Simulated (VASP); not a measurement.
Elastic constants (GPa) of a crystal from PBEsol GGA, VASP's PBE PAW potentials (set 64) run with VASP:

|  | xx | yy | zz | yz | xz | xy |
|---|---|---|---|---|---|---|
| xx | 74.1 | 46.1 | 38.9 | 0.0 | 0.0 | 0.0 |
| yy | 46.1 | 74.1 | 38.9 | 0.0 | 0.0 | 0.0 |
| zz | 38.9 | 38.9 | 83.1 | 0.0 | 0.0 | 0.0 |
| yz | 0.0 | 0.0 | 0.0 | 12.6 | 0.0 | 0.0 |
| xz | 0.0 | 0.0 | 0.0 | 0.0 | 12.6 | 0.0 |
| xy | 0.0 | 0.0 | 0.0 | 0.0 | 0.0 | 14.0 |

**Question.** Work out the Voigt, Reuss and Hill moduli, Young's modulus and Poisson's ratio.

**Answer.** All eigenvalues are positive (smallest 12.6 GPa), so the crystal is stable. K_V = (C11+C22+C33+2(C12+C13+C23))/9 = (231.3 + 2×123.9)/9 = 53.2 GPa; G_V = (231.3 − 123.9 + 3×39.2)/15 = 15.0 GPa. From the compliances, K_R = 53.2 GPa and G_R = 14.4 GPa. Hill: K = 53.2 GPa, G = 14.7 GPa, E = 9KG/(3K+G) = 40.4 GPa, ν = (3K−2G)/(2(3K+G)) = 0.374. K/G = 3.62, above Pugh's 1.75; universal anisotropy A^U = 0.21.

**Question.** With a density of 5.66 g/cm³, what are the mean sound speeds?

**Answer.** v_l = √((K+4G/3)/ρ) = 3.59 km/s and v_t = √(G/ρ) = 1.61 km/s. The crystal is CdSe (wurtzite), hexagonal.

The compound is CdSe in the wurtzite structure. It was relaxed first.
